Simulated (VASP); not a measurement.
Input for VASP

File KPOINTS:
```
Regular mesh
0
Gamma
5 5 4
```

POSCAR:
```
SnO
1
    3.8361173823     0.0000000000     0.0000000000
    0.0000000000     3.8361173823     0.0000000000
    0.0000000000     0.0000000000     4.7872978532
Sn O
2 2
Direct
  0.5000000000   0.0000000000   0.7575642765
  0.0000000000   0.5000000000   0.2424357235
  0.5000000000   0.5000000000   0.0000000000
  1.0000000000   0.0000000000   0.0000000000
```

INCAR:
```
EDIFF = 1E-6
AGGAC = 0.0
ALGO = Normal   # blocked Davidson
LREAL = .FALSE.
PARAM2 = 1.0
NSW = 60
SYSTEM = SnO
SIGMA = 0.05
LWAVE = .FALSE.
LCHARG = .FALSE.
PREC = Accurate
EDIFFG = -0.02   # ionic stop
NELM = 100
LMAXMIX = 4   # l cut-off of mixed one-centre charges
ISIF = 3   # ions, shape and volume
ISMEAR = 0   # Gaussian
LUSE_VDW = .TRUE.
LASPH = .TRUE.   # aspherical one-centre terms
GGA = MK
ENCUT = 520
IBRION = 2
PARAM1 = 0.1234
```

POTCAR, in this order: Sn_d O (PBE.64 set). Program: vasp_std.

**Question.** Write an equivalent input for Quantum ESPRESSO's pw.x.

**Answer.** One equivalent input (not run):
```
&CONTROL
  calculation = 'vc-relax'
  pseudo_dir = './pseudo'
  outdir = './out'
  tprnfor = .true.
  tstress = .true.
  nstep = 60
  forc_conv_thr = 0.00078
/
&SYSTEM
  ibrav = 0
  nat = 4
  ntyp = 2
  ecutwfc = 84
  occupations = 'smearing'
  smearing = 'gaussian'
  degauss = 0.003675
  input_dft = 'vdw-df-ob86'
/
&ELECTRONS
  conv_thr = 7.3e-08
  electron_maxstep = 100
/
&IONS
/
&CELL
/
ATOMIC_SPECIES
  Sn 118.710 Sn.upf
  O 15.999 O.upf
CELL_PARAMETERS angstrom
     3.8361174    0.0000000    0.0000000
     0.0000000    3.8361174    0.0000000
     0.0000000    0.0000000    4.7872979
ATOMIC_POSITIONS crystal
  Sn   0.5000000  0.0000000  0.7575643
  Sn   0.0000000  0.5000000  0.2424357
  O    0.5000000  0.5000000  0.0000000
  O    1.0000000  0.0000000  0.0000000
K_POINTS automatic
  5 5 4 0 0 0
```
What does not carry over: the potentials are each code's own (VASP's PAW set, PseudoDojo norm-conserving files in pw.x), so ENCUT and ecutwfc are chosen apart and not converted; conv_thr bounds pw.x's estimated SCF error, while EDIFF bounds the energy change between steps; forc_conv_thr acts on force components and is met together with etot_conv_thr.

The compound is SnO in the litharge structure. It was relaxed first. The start is the result of an earlier pass.
